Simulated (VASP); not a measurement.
A run of VASP 6.6.1:

File INCAR:

```
SYSTEM = CoSi2
  PREC = Accurate
  ENCUT = 520
  EDIFF = 1E-6
  ISMEAR = 0
  SIGMA = 0.1
  LREAL = .FALSE.
  LASPH = .TRUE.
  NELM = 100
  ALGO = Normal
  ISIF = 2
  LWAVE = .FALSE.
  LCHARG = .TRUE.
  LELF = .TRUE.
  LVHAR = .TRUE.
  NBANDS = 16
```

KPOINTS

```
Automatic mesh
0
G
  14 14 14
  0 0 0
```

Contents of POSCAR:

```
CoSi2
1.0
    0.0000000000      2.6369193645      2.6369193645
    2.6369193645      0.0000000000      2.6369193645
    2.6369193645      2.6369193645      0.0000000000
Co Si
1 2
Direct
    0.0000000000      0.0000000000      0.0000000000
    0.2500000000      0.2500000000      0.2500000000
    0.7500000000      0.7500000000      0.7500000000
```

Potentials or basis: VASP PAW LDA potentials, release 64 (Co, Si).

Launch:

```bash
$ cat potpaw_LDA.64/Co/POTCAR potpaw_LDA.64/Si/POTCAR > POTCAR
$ mpirun -np 1 vasp_std > vasp.out
```

Hardware: 1 thread of Intel(R) Xeon(R) 6975P-C (Granite Rapids) (shared host).

Task: How long does it take, and how much memory?

Result: Run time: 23 s on 1 thread of Intel(R) Xeon(R) 6975P-C (Granite Rapids) (shared host), peak memory 0.18 GiB. Counts: scf iterations 13, k points 104.
